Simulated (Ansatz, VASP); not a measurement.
# Cross-check of AlGeAs between VASP and Ansatz, part 2 of 2

Wanted: the spread between two codes on one cell, functional and k mesh. The cell is generated by rule, not measured, and may not be a known phase. The cell is taken from a series of runs on this material, whose earlier steps may have relaxed, scaled, displaced or heated it; both programs get it as it stands.

VASP 6.6.1 and Ansatz 0.2.0.

So far: The starting structure; VASP: relaxation of cell and atoms, LDA, pair 1.

The structure was built from a prototype and need not be the compound's stable phase.

## (3) Ansatz: relaxation of cell and atoms, LDA, pair 1

Level of this step: Ansatz beside VASP: Kohn-Sham DFT, plane waves, LDA (Ansatz).

Ansatz runs on its default PAW (the set named soft_2) files.

The same cell, functional (in two slightly different forms), mesh and smearing now go to Ansatz, which takes its cutoff from its data sets.

Input file input.yaml:

```yaml
crystal:
  lattice:
    - [2.8245477079, 2.8245477079, 0.0]
    - [-2.8504151045, 2.8504151045, 0.0]
    - [2.8374814062, -0.0129336983, 8.3984339371]
  atoms:
    - { symbol: Al, position: [0.0016828386, -0.0016828386, -0.0033656772] }
    - { symbol: Al, position: [0.3350910391, 0.6649089609, 0.3298179219] }
    - { symbol: As, position: [0.4161978507, 0.0838021493, 0.1676042987] }
    - { symbol: As, position: [0.7511492043, 0.7488507957, 0.4977015914] }
    - { symbol: Ge, position: [0.6635366828, 0.3364633172, 0.6729266344] }
    - { symbol: Ge, position: [0.0823423846, 0.4176576154, 0.8353152308] }
kpoints:
  mp_grid: { grid: [10, 10, 10] }
hamiltonian:
  xc: lda
scf:
  occupations: { method: gaussian, width: 0.1 }
output:
  forces: true
  stress: true
  eigenvalues: true
  write_density: true
  write_potential: true
  elf: true
  volumetric_format: npy
relax:
  adjacent_minimum: "off"
  f_tol: 0.005
  max_steps: 80
  cell: { stress_tol: 0.05 }
```

Started as:

```
$ ansatz run input.yaml --threads 8 --pin off --max-ram 14336MiB --backend cpu --events-out ev --progress --plain --runs-dir out
```

Numbers of over 12 decimals in the logs are rounded to 6 here.

The log of the run:

```text
Engine: ansatz 0.2.0, aarch64-unknown-linux-gnu
Pseudopotentials: kind: paw
Pseudopotential: Al, paw, valence charge 3, recommended cutoff 420 eV (normal), Al.paw.azcp
Pseudopotential: As, paw, valence charge 15, recommended cutoff 420 eV (normal), As.paw.azcp
Pseudopotential: Ge, paw, valence charge 14, recommended cutoff 420 eV (normal), Ge.paw.azcp
Functional definition: SPW92
  exchange = slater_x
  correlation = pw_c
Crystal: 6 atoms, lattice volume = 135.234 Å³
Basis set: ecut = 420 eV, 2633 PW (Γ)
Bands: 39, of which v1, the nominal top of the filled ones, is band 32 counted from 1 (31 counted from 0)
Symmetry: 4 space group operations
Space group: Imm2 (ITA 44), of the structure as read, at distance tolerance 5.1e-5 Å
k-points: 171 of 1000 (time reversal used)
Non-local potential: Al, projectors of the file, l = 0: 2, l = 1: 2, l = 2: 1
Non-local potential: As, projectors of the file, l = 0: 2, l = 1: 2, l = 2: 3, l = 3: 1
Non-local potential: Ge, projectors of the file, l = 0: 2, l = 1: 2, l = 2: 3, l = 3: 1
PAW form: soft (Blöchl's): semilocal exchange-correlation on the pseudo side does not see the compensation charge
PAW frozen core: Al, regenerated for the run's functional, and the local potential with it (the file was generated under x = pbe(κ = 0.804, μ = 0.219515), c = pbe(β = 0.066725))
PAW frozen core: As, regenerated for the run's functional, and the local potential with it (the file was generated under x = pbe(κ = 0.804, μ = 0.219515), c = pbe(β = 0.066725))
PAW frozen core: Ge, regenerated for the run's functional, and the local potential with it (the file was generated under x = pbe(κ = 0.804, μ = 0.219515), c = pbe(β = 0.066725))
PAW one-centre angular grid: Al, 110 points (default); XC on 64 Gauss nodes
PAW one-centre angular grid: As, 590 points (default); XC on 64 Gauss nodes
PAW one-centre angular grid: Ge, 590 points (default); XC on 64 Gauss nodes
Initial density: superposition of atomic densities (neutral atoms: chi_scale 0, normalization atom), corrected by the library's trained network
Initial wavefunctions: pseudopotential atomic-orbital guess
Functional: x = slater, c = lda
SCF iter   1: F=—  HF=-19005.762907 eV  |F-HF|=—  |Δ(HF+E_count)|=         —  Δρ=4.46e-3  dr2=4.07e-2  ethr=1.77e-3  ⟨swp⟩=6.6  Hψ=27169  notcnv=0
preconditioner: auto → Kerker (q_TF=auto, 2.408 Å⁻¹)  [metal: Δε(μ)=0.026 eV  Ē_g=8.496 eV  σ=0.100 eV  W_gap=0.15  n_scr=34 (ndim 8)  ℏωp=15.6 eV  f_vac=0.018  D(μ)=0.23/eV (n_scr^D=0)]
SCF iter   2: F=—  HF=-19005.755385 eV  |F-HF|=—  |Δ(HF+E_count)|=   7.52e-3  Δρ=2.74e-3  dr2=1.93e-2  ethr=6.36e-5  ⟨swp⟩=1.0  Hψ=8037  notcnv=0
SCF iter   3: F=—  HF=-19005.752136 eV  |F-HF|=—  |Δ(HF+E_count)|=   3.25e-3  Δρ=7.75e-4  dr2=3.02e-3  ethr=3.02e-5  ⟨swp⟩=2.0  Hψ=9235  notcnv=0
SCF iter   4: F=—  HF=-19005.751351 eV  |F-HF|=—  |Δ(HF+E_count)|=   7.85e-4  Δρ=3.87e-4  dr2=9.89e-4  ethr=4.72e-6  ⟨swp⟩=2.0  Hψ=10091  notcnv=0
SCF iter   5: F=—  HF=-19005.751168 eV  |F-HF|=—  |Δ(HF+E_count)|=   1.83e-4  Δρ=2.02e-4  dr2=2.36e-4  ethr=1.55e-6  ⟨swp⟩=2.0  Hψ=6910  notcnv=0
SCF iter   6: F=—  HF=-19005.751123 eV  |F-HF|=—  |Δ(HF+E_count)|=   4.58e-5  Δρ=6.44e-5  dr2=2.36e-5  ethr=3.69e-7  ⟨swp⟩=2.0  Hψ=7195  notcnv=0
SCF iter   7: F=—  HF=-19005.751118 eV  |F-HF|=—  |Δ(HF+E_count)|=   4.31e-6  Δρ=4.00e-5  dr2=2.69e-6  ethr=3.68e-8  ⟨swp⟩=2.2  Hψ=11236  notcnv=0  defer=10
SCF iter   8: F=—  HF=-19005.751116 eV  |F-HF|=—  |Δ(HF+E_count)|=   1.75e-6  Δρ=1.77e-5  dr2=1.01e-6  ethr=4.20e-9  ⟨swp⟩=2.0  Hψ=11817  notcnv=0  defer=10
SCF iter   9: F=—  HF=-19005.751116 eV  |F-HF|=—  |Δ(HF+E_count)|=   1.45e-7  Δρ=7.45e-6  dr2=1.69e-7  ethr=1.59e-9  ⟨swp⟩=2.0  Hψ=10803  notcnv=0  defer=10
SCF iter  10: F=-19005.751116 eV  HF=-19005.751116 eV  |F-HF|=2.80e-8  |Δ(HF+E_count)|=   5.02e-8  Δρ=2.38e-6  dr2=2.95e-8  ethr=1.56e-10  ⟨swp⟩=13.0  Hψ=48794  notcnv=0
SCF 1 converged in 10 iterations: F = -19005.751116 eV  dr2 = 2.95e-8
  greatest PAW one-centre occupation: 0.999 electrons in one spin orbital (limit 2), on the As atom at site 3 (counted from 0), in its partial waves of l = 2
relax step   1: F+E_penalty+E_count = -19005.75111624 eV  Δ(F+E_penalty+E_count) = +0.000e0 eV  max|allowed force component| = 1.414e-2 eV/Å  Δτ_max = 0.0000 Å  P = -0.017 GPa  Ω = 135.234 Å³  (10 SCF iters, dr2 threshold 1.00e-7 eV, accepted)
[...]
relax step   2: F+E_penalty+E_count = -19005.75129906 eV  Δ(F+E_penalty+E_count) = -1.828e-4 eV  max|allowed force component| = 1.375e-2 eV/Å  Δτ_max = 0.0017 Å  P = -0.008 GPa  Ω = 135.218 Å³  energy of the carried Pulay correction = +3.091e-6 eV  (6 SCF iters, dr2 threshold 3.06e-8 eV, accepted)
[...]
relax step   3: F+E_penalty+E_count = -19005.75131675 eV  Δ(F+E_penalty+E_count) = -1.769e-5 eV  max|allowed force component| = 2.840e-3 eV/Å  Δτ_max = 0.0009 Å  P = -0.004 GPa  Ω = 135.210 Å³  energy of the carried Pulay correction = +4.746e-6 eV  (4 SCF iters, dr2 threshold 1.18e-8 eV, accepted)
[...]
relax step   4: F+E_penalty+E_count = -19005.75131536 eV  Δ(F+E_penalty+E_count) = +1.391e-6 eV  max|allowed force component| = 2.836e-3 eV/Å  Δτ_max = 0.0000 Å  P = -0.004 GPa  Ω = 135.210 Å³  stress off target by 8.63e-3 GPa  SCF on the basis re-selected at this cell (its energy is not comparable with the rows above)  (7 SCF iters)
basis re-selected at this cell: Δ(F+E_penalty+E_count) = +1.391e-6 eV, ΔP = +0.000 GPa vs the last step (what re-selecting the basis moved, of the pressure what is left beyond the Pulay correction that the steps carried, after the strain that the cell walked since its last selection, with what the two solves' SCF thresholds leave and, on support functions, any second-order correction that the steps lacked; it is no m [...]
SCF converged after 7 iterations
Free energy (F): -19005.751315 eV
Harris-Foulkes:  -19005.751315 eV  (|F-HF|=1.82e-11)
Internal energy: -19005.749812 eV  (E = F + TS)
E sigma→0 (E₀):  -19005.750564 eV
Entropy (-TS):   -0.001503 eV (-0.251 meV/atom)
Fermi energy:    7.319589 eV
--- Per-component energies (eV) ---
  E_band       = -863.941687
  E_kinetic    = 479.057370
  E_local      = -9742.279606  (includes V_loc(G=0)·N_el)
  E_nonlocal   = -464.682817
  E_hartree    = 4700.978426
  E_xc         = -387.521596
  E_vxc        = -348.705832  (∫ρ·V_xc dr)
  E_paw        = -8277.341693  (= ΣΔE_a)
  E_vpaw       = -189.288576  (= ΣTr[D̂ρ^β])
  E_aug_tail   = 0.000638  (compensation charges beyond the density's cutoff)
  E_ewald      = -5322.039079
  E_core_change = 8.078546  (= ΣΔE_core)
  E_smearing   = -0.001503  (= −TS)
  E_closure    = -0.000000  (closes the sum)
  Σ components = -19005.751315   (vs F -19005.751315, Δ=0.00e0)
--- Forces (eV/Å), atoms counted from 1 ---
  atom   1  Al     0.00000000     0.00000000     0.00024146
  atom   2  Al     0.00000000    -0.00000000    -0.00159947
  atom   3  As     0.00000000    -0.00000000     0.00054414
  atom   4  As    -0.00000000     0.00000000     0.00283307
  atom   5  Ge     0.00000000    -0.00000000    -0.00124177
  atom   6  Ge     0.00000000    -0.00000000    -0.00079478
  max |Σ_I F_I| component: 1.73e-5 eV/Å
--- Stress (GPa, compression-positive) ---
       -0.004894       0.003739      -0.000000
        0.003739      -0.004894       0.000000
       -0.000000       0.000000      -0.001741
  P = ⅓ Tr σ = -0.0038 GPa (-0.038 kbar)
--- Band table (eV; the first three rows and the last of 171) ---
  k-point 0: bands = [... 28 lower, 5.0550, 6.7461, 6.9049, 7.3407, 7.3630, 8.2295, 8.9839, 9.3671, ... 3 higher]
  k-point 1: bands = [... 28 lower, 5.1105, 6.5126, 6.8551, 7.2852, 7.5279, 8.1813, 9.0108, 9.3832, ... 3 higher]
  k-point 2: bands = [... 28 lower, 5.2493, 6.0786, 6.7189, 7.1428, 7.7510, 8.1102, 8.9621, 9.5998, ... 3 higher]
  k-point 170: bands = [... 28 lower, 3.8629, 4.0854, 4.6254, 4.6560, 8.2496, 8.5476, 8.8629, 9.5908, ... 3 higher]
--- Relaxed structure (3 steps of the walk, 3 accepted, 1 SCFs on fresh bases) ---
  F+E_penalty+E_count = -19005.75131536 eV   max|allowed force component| = 2.836e-3 eV/Å   (the final SCF, on the basis selected at the relaxed cell)
  cell:  # Å, volume = 135.2099 Å³
    - [2.821738, 2.821738, -4.007268058594528e-19]
    - [-2.846724, 2.846724, 0]
    - [2.834231, -0.012493, 8.416204]
  atoms:
    - { symbol: Al, position: [0.00166326, -0.00166326, -0.00332653] }
    - { symbol: Al, position: [0.335134, 0.664866, 0.329732] }
    - { symbol: As, position: [0.416214, 0.083786, 0.167572] }
    - { symbol: As, position: [0.751195, 0.748805, 0.497609] }
    - { symbol: Ge, position: [0.663497, 0.336503, 0.673007] }
    - { symbol: Ge, position: [0.082297, 0.417703, 0.835406] }
```

Reading the cycles: dr2 is the Hartree energy of the density residual (eV), the measure of convergence; HF is the Harris–Foulkes estimate of the energy, which meets the free energy F at convergence.

## (4) Differences

Known differences besides the potentials themselves: the two LDA forms differ slightly; the data sets hold 64 valence electrons in Ansatz (on its default PAW (the set named soft_2) files) and 44 in VASP; the cutoff is 420 eV in Ansatz and 500 eV in VASP; VASP's log shows a relativistic correction to its local exchange, Ansatz's none; Ansatz adds a Pulay correction to the stress that steers its cell, VASP none. Total energies have different zeros and are not compared.

The two programs side by side:

| quantity | Ansatz | VASP | difference |
| --- | --- | --- | --- |
| volume (Å³) | 135.21 | 135.63 | -0.31 % |
| edge a after relaxation, in the typed setting (Å) | 3.990 | 3.994 | -0.10 % |
| edge b after relaxation, in the typed setting (Å) | 4.026 | 4.030 | -0.10 % |
| edge c after relaxation, in the typed setting (Å) | 8.881 | 8.891 | -0.11 % |

## (5) Ansatz: relaxation of cell and atoms, LDA, pair 2

The relaxed volume is the usual yardstick between codes: in a stiff, nearly cubic crystal its relative difference is about their pressure difference at one cell divided by the bulk modulus.

The cell is taken from a series of runs on this material, whose earlier steps may have relaxed, scaled, displaced or heated it; both programs get it as it stands.

Input file input.yaml:

```yaml
crystal:
  lattice:
    - [2.8217384044, 2.8217384044, 0.0]
    - [-2.8467240765, 2.8467240765, 0.0]
    - [2.8342312405, -0.0124928361, 8.416203884]
  atoms:
    - { symbol: Al, position: [0.0016632638, -0.0016632638, -0.0033265275] }
    - { symbol: Al, position: [0.3351338659, 0.6648661341, 0.3297322683] }
    - { symbol: As, position: [0.4162138763, 0.0837861237, 0.1675722475] }
    - { symbol: As, position: [0.7511954262, 0.7488045738, 0.4976091476] }
    - { symbol: Ge, position: [0.6634965854, 0.3365034146, 0.6730068292] }
    - { symbol: Ge, position: [0.0822969825, 0.4177030175, 0.835406035] }
kpoints:
  mp_grid: { grid: [12, 12, 12] }
hamiltonian:
  xc: lda
scf:
  occupations: { method: methfessel_paxton, width: 0.2 }
output:
  forces: true
  stress: true
  eigenvalues: true
relax:
  adjacent_minimum: "off"
  f_tol: 0.001
  max_steps: 60
  cell: { stress_tol: 0.01 }
```

The log of the run:

```text
[...]
Crystal: 6 atoms, lattice volume = 135.210 Å³
Basis set: ecut = 420 eV, 2633 PW (Γ)
Bands: 39, of which v1, the nominal top of the filled ones, is band 32 counted from 1 (31 counted from 0)
Symmetry: 4 space group operations
[...]
k-points: 280 of 1728 (time reversal used)
[...]
- [-2.846363, 2.846363, 1.690987586918911e-11]
    - [2.833975, -0.012387, 8.416985]
  atoms:
    - { symbol: Al, position: [0.0016736, -0.0016736, -0.0033472] }
    - { symbol: Al, position: [0.335146, 0.664854, 0.329708] }
    - { symbol: As, position: [0.416218, 0.083782, 0.167564] }
    - { symbol: As, position: [0.751195, 0.748805, 0.497610] }
    - { symbol: Ge, position: [0.663477, 0.336523, 0.673046] }
    - { symbol: Ge, position: [0.082291, 0.417709, 0.835419] }
[key lines of the parts left out:]
SCF converged after 6 iterations
Free energy (F): -19005.751186 eV
Fermi energy:    7.316569 eV
P = ⅓ Tr σ = -0.0006 GPa (-0.006 kbar)
```

## (6) VASP: relaxation of cell and atoms, LDA, pair 2

The same cell, functional (in two slightly different forms), mesh and smearing now go to VASP, with its own data sets.

Input file INCAR:

```
SYSTEM = AlGeAs
PREC = Accurate
ENCUT = 500
EDIFF = 1E-07
NELM = 120
ISMEAR = 1
SIGMA = 0.2
LREAL = .FALSE.
ALGO = Normal
GGA = CA
NBANDS = 28
LORBIT = 11
LWAVE = .FALSE.
LCHARG = .FALSE.
ISIF = 3
IBRION = 2
NSW = 80
EDIFFG = -0.005
LASPH = .TRUE.
GGA_COMPAT = .FALSE.
NELMIN = 4
KPAR = 2
```

Input file POSCAR:

```
AlGeAs
1.0
    2.8217380000      2.8217380000      0.0000000000
   -2.8467240000      2.8467240000      0.0000000000
    2.8342310000     -0.0124930000      8.4162040000
Al As Ge
2 2 2
Direct
    0.0016632795      0.9983367205      0.9966734409
    0.3351338680      0.6648661320      0.3297322641
    0.4162138893      0.0837861107      0.1675722214
    0.7511954320      0.7488045680      0.4976091359
    0.6634965716      0.3365034284      0.6730068568
    0.0822969595      0.4177030405      0.8354060809
```

Input file KPOINTS:

```
Automatic mesh
0
Gamma
12 12 12
0 0 0
```

The projector-augmented-wave data sets are Al, As and Ge_d (LDA family, release 64).

Started as:

```
$ mpirun -np 2 vasp_std
```

The log of the run:

```text
[... set-up lines as in an earlier step ...]
 entering main loop
       N       E                     dE             d eps       ncg     rms          rms(c)
DAV:   1     0.344269084269E+03    0.34427E+03   -0.20141E+04 18744   0.264E+03
DAV:   2     0.266990945588E+02   -0.31757E+03   -0.30668E+03 15860   0.674E+02
DAV:   3    -0.287775315485E+02   -0.55477E+02   -0.54222E+02 18412   0.166E+02
DAV:   4    -0.315584525860E+02   -0.27809E+01   -0.27748E+01 20020   0.427E+01
[...]
DAV:  13    -0.307547948084E+02   -0.19956E-05   -0.13413E-05 18668   0.263E-02    0.269E-03
DAV:  14    -0.307547947077E+02    0.10075E-06   -0.10470E-06 16896   0.921E-03    0.201E-03
DAV:  15    -0.307547947263E+02   -0.18626E-07   -0.29340E-07 15820   0.358E-03
   1 F= -.30754795E+02 E0= -.30755017E+02  d E =-.307548E+02
[... from here on, the cycles between the ionic steps are left out ...]
   2 F= -.30755010E+02 E0= -.30755229E+02  d E =-.214847E-03
   3 F= -.30755079E+02 E0= -.30755299E+02  d E =-.283918E-03
   4 F= -.30755078E+02 E0= -.30755298E+02  d E =-.283643E-03
   5 F= -.30755088E+02 E0= -.30755311E+02  d E =-.966101E-05
   6 F= -.30755092E+02 E0= -.30755319E+02  d E =-.137369E-04
   7 F= -.30755094E+02 E0= -.30755321E+02  d E =-.229174E-05
 trial-energy change:   -0.000002  1 .order   -0.000002   -0.000006    0.000002
 step:   0.8749(harm=  0.8749)  dis= 0.00030  next Energy=   -30.755094 (dE=-0.221E-05)
 reached required accuracy - stopping structural energy minimisation
```

Parts of OUTCAR (step 6):

```text
  Total       -0.0128277     -0.0128277     -0.0128416     -0.0040726     -0.0000000      0.0000000
  in kB       -0.1515365     -0.1515365     -0.1517004     -0.0481102     -0.0000000      0.0000000
  external PRESSURE =      -0.1515911 kB  Pullay stress =       0.0000000 kB

 POSITION                                       TOTAL-FORCE (eV/Angst)
 -----------------------------------------------------------------------------------
     -0.01235      2.83683      8.39684        -0.000000      0.000000      0.000945
     -0.01235      2.83683      2.77845         0.000000      0.000000      0.000082
      1.41224      1.41224      1.41131         0.000000     -0.000000     -0.002401
      1.39989      4.24907      4.19361        -0.000000      0.000000      0.001338
      2.82448      2.82448      5.67264        -0.000000      0.000000      0.001037
      1.41224      1.41224      7.04040         0.000000     -0.000000     -0.001002
 -----------------------------------------------------------------------------------
    total drift:                               -0.000127      0.000113     -0.001463

  FREE ENERGIE OF THE ION-ELECTRON SYSTEM (eV)
  ---------------------------------------------------
  free  energy   TOTEN  =       -30.7550943976 eV

  energy  without entropy=      -30.7557749440  energy(sigma->0) =      -30.75532125

[... 1 part as in an earlier step ...]

[... 3 further parts left out ...]
[key lines of the parts left out:]
E-fermi :   4.5288
```

## (7) Side by side

What differs besides the data sets and the points named for the pairs above, as far as they apply: the data sets hold 64 valence electrons in Ansatz (on its default PAW (the set named soft_2) files) and 44 in VASP. Total energies have different zeros and are not compared.

Both answers:

| quantity | Ansatz | VASP | difference |
| --- | --- | --- | --- |
| volume (Å³) | 135.20 | 135.63 | -0.32 % |
| edge a after relaxation, in the typed setting (Å) | 3.990 | 3.994 | -0.10 % |
| edge b after relaxation, in the typed setting (Å) | 4.025 | 4.029 | -0.10 % |
| edge c after relaxation, in the typed setting (Å) | 8.881 | 8.891 | -0.11 % |

## (8) Summary of results

```
difference in volume (relaxation of cell and atoms, LDA, pair 1) : -0.31 %
difference in volume (relaxation of cell and atoms, LDA, pair 2) : -0.32 %
```

In words: The difference in volume is -0.32 % (relaxation of cell and atoms, LDA, pair 2), within the 1.2 % picked in this series as the mark of a large difference, as far as the stopping tolerances let one tell. The data sets hold unlike numbers of valence electrons (64 in Ansatz and 44 in VASP), so part of the differences may come from the potentials. Such differences can come from data sets, numerical settings and the points named under the comparisons, not from the functional's error against experiment.

[Lines on the potential files, build, host, timing and source positions are cut from VASP's logs without a mark.]

[Logs are printed without paths, hosts, clocks, repeated set-up lines and the standing remarks that a program may print on its own settings, such as how far it seeks lower states.]

[Hosts, paths, dates, database ids (printed as entryN), source tags and the programs' standing remarks are cut or masked in the printed files.]
